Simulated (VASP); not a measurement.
Output of a VASP run:

### OSZICAR
```
       N       E                     dE             d eps       ncg     rms          rms(c)
DAV:   1     0.408814639479E+03    0.40881E+03   -0.26001E+04    86   0.973E+02
DAV:   2     0.224929874651E+02   -0.38632E+03   -0.36899E+03    89   0.310E+02
DAV:   3    -0.404537597075E+00   -0.22898E+02   -0.22751E+02    97   0.695E+01
DAV:   4    -0.607755389621E+00   -0.20322E+00   -0.20305E+00    92   0.676E+00
DAV:   5    -0.609505309214E+00   -0.17499E-02   -0.17498E-02   100   0.560E-01    0.470E+00
DAV:   6    -0.530998697402E+00    0.78507E-01   -0.18946E-01    92   0.309E+00    0.343E+00
DAV:   7    -0.517046147248E+00    0.13953E-01   -0.78227E-02    89   0.147E+00    0.991E-01
DAV:   8    -0.516168393122E+00    0.87775E-03   -0.12849E-02    92   0.816E-01    0.181E-01
DAV:   9    -0.516215190924E+00   -0.46798E-04   -0.39040E-04    89   0.131E-01    0.827E-02
DAV:  10    -0.516242697364E+00   -0.27506E-04   -0.76470E-05    92   0.559E-02    0.906E-03
DAV:  11    -0.516242641040E+00    0.56324E-07   -0.10651E-05    89   0.205E-02    0.634E-03
DAV:  12    -0.516243404569E+00   -0.76353E-06   -0.93639E-07    60   0.384E-03
   1 F= -.51624340E+00 E0= -.51624320E+00  d E =-.409046E-06
```

OUTCAR:
```
------------------------ aborting loop because EDIFF is reached ----------------------------------------
  FORCE on cell =-STRESS in cart. coord.  units (eV):
  Direction    XX          YY          ZZ          XY          YZ          ZX
  --------------------------------------------------------------------------------------
  Total        5.3468115     -2.1920578      1.6282012      0.0000000      0.0000000     -1.0130040
  in kB       37.9703023    -15.5668654     11.5626467      0.0000000      0.0000000     -7.1938330
  external PRESSURE =      11.3220279 kB  Pullay stress =       0.0000000 kB
  volume of cell :      225.61
      direct lattice vectors                 reciprocal lattice vectors
     6.074050000  0.000000000  0.000000000     0.164634799  0.000000000  0.071556550
     0.000000000  6.483430000  0.000000000     0.000000000  0.154239346  0.000000000
    -2.490038000  0.000000000  5.728992000     0.000000000  0.000000000  0.174550776
 POSITION                                       TOTAL-FORCE (eV/Angst)
 -----------------------------------------------------------------------------------
      0.00000      0.00000      0.00000        -0.000000      0.000000      0.000000
     -1.24502      3.24172      2.86450         0.000000      0.000000      0.000000
      1.69956      2.31634      4.23865         0.861923      0.056790     -0.055964
      1.88445      4.16709      1.49034        -0.861923     -0.056790      0.055964
      0.63943      5.55805      4.35484        -0.861923      0.056790      0.055964
      2.94458      0.92538      1.37416         0.861923     -0.056790     -0.055964
 -----------------------------------------------------------------------------------
    total drift:                                0.000000      0.000000      0.000000
  FREE ENERGIE OF THE ION-ELECTRON SYSTEM (eV)
  ---------------------------------------------------
  free  energy   TOTEN  =        -0.5162434046 eV

  energy  without entropy=       -0.5162429955  energy(sigma->0) =       -0.51624320
```
(Selected blocks of OUTCAR.)

**POSCAR**
```
Hg
1
    6.0740500000     0.0000000000     0.0000000000
    0.0000000000     6.4834300000     0.0000000000
   -2.4900380000     0.0000000000     5.7289920000
Hg
6
Direct
  0.0000000000   0.0000000000   0.0000000000
  0.0000000000   0.5000000000   0.5000000000
  0.5831100000   0.3572700000   0.7398600000
  0.4168900000   0.6427300000   0.2601400000
  0.4168900000   0.8572700000   0.7601400000
  0.5831100000   0.1427300000   0.2398600000
```

Task: Reconstruct the remaining input files.

Result: Several could match; the one computed here: the input of the run itself, LDA (Ceperley-Alder, Perdew-Zunger), plane waves, VASP's LDA PAW potentials (set 64).

**INCAR**
```
ALGO = Normal
EDIFF = 1E-6
ENCUT = 300
ISIF = 2
ISMEAR = -1
LASPH = .TRUE.
LCHARG = .FALSE.
LMAXMIX = 6
LREAL = .FALSE.
LWAVE = .FALSE.
NELM = 100
PREC = Accurate
SIGMA = 0.05
SYSTEM = Hg
```

### KPOINTS
```
Automatic mesh
0
Gamma
1 1 1
0 0 0
```

POTCAR, in this order: Hg (LDA.64 set). Program: vasp_std.

The structure comes from a computed database's Hg entry; how it stands against other phases isn't given here. The cell was not relaxed at this level. The k-mesh is coarse (spacing up to 1.13 per Å, 2π included), so the numbers may not be converged in it. The run is one of a series of settings (KPOINTS 1×1×1 Γ-centred mesh against the base run), some of them coarse on purpose.
